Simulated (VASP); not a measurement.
A convergence study with VASP on V (bcc): one setting is varied, all else stays as given below, so the limit is that of these other settings. Each run relaxes cell and ions from the cell shown. The basis is that of the starting cell, so low cut-offs carry a Pulay error.

```xyz
1
Lattice="-1.5150 1.5150 1.5150 1.5150 -1.5150 1.5150 1.5150 1.5150 -1.5150" Properties=species:S:1:pos:R:3 pbc="T T T"
V      0.0000     0.0000     0.0000
```

The numbers are results of PBE GGA, VASP's PBE PAW potentials (set 64) (plane waves; VASP), not measurements. The tightest run used: 700 eV cut-off, 14×14×14 Γ-centred mesh, first-order Methfessel-Paxton smearing of 0.10 eV, potentials V_sv.

| setting | relaxed volume (Å³/atom) | E (eV/atom) | plane waves |
|---|---|---|---|
| ENCUT = 250 | 12.768 | -9.0410 | 140 |
| ENCUT = 300 | 13.449 | -9.0044 | 177 |
| ENCUT = 350 | 13.380 | -9.0032 | 236 |
| ENCUT = 400 | 13.360 | -9.0021 | 260 |
| ENCUT = 450 | 13.418 | -9.0002 | 321 |

These are the cheaper rows. Estimate the results at ENCUT = 700, and how far the last row shown lies from them.

```json
[
 {"quantity": "relaxed volume (Å³/atom)", "tightest run": "13.460", "last row shown is off by": "-0.043"},
 {"quantity": "E (eV/atom)", "tightest run": "-8.9994", "last row shown is off by": "-0.0008"}
]
```

Left out are rungs that failed or repeat a setting and relaxations that didn't move; long series are thinned to 24 rows.

The compound is V in the bcc structure. The run is not spin-polarised, so no magnetic state was tried.
